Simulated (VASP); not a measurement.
Consider the following.

```xyz
4
Lattice="1.8875 -3.2692 0.0000 1.8875 3.2692 0.0000 0.0000 0.0000 12.0716" Properties=species:S:1:pos:R:3 pbc="T T T"
La     0.0000     0.0000     6.0358
La     0.0000     0.0000     0.0000
La     1.8875     1.0897     3.0179
La     1.8875    -1.0897     9.0537
```

Method: PBE GGA, VASP's PBE PAW potentials (set 64) (plane waves; VASP). Numerical set-up: PREC = Normal, EDIFF = 1E-5, 400 eV cut-off, 12×12×4 Γ-centred mesh, first-order Methfessel-Paxton smearing of 0.10 eV, potentials La.

Task: Estimate the energy per atom (σ→0), band gap (on the k-mesh) with the smallest direct gap where there is one.

Result: 
* **band gap (on the k-mesh)**: none (metal, semimetal or under 0.01 eV)
* **energy per atom (σ→0)**: -471.2 kJ/mol of atoms

Total energies compare only between runs with the same potentials, cut-off and functional.

The compound is La in the dhcp structure. It was relaxed first.
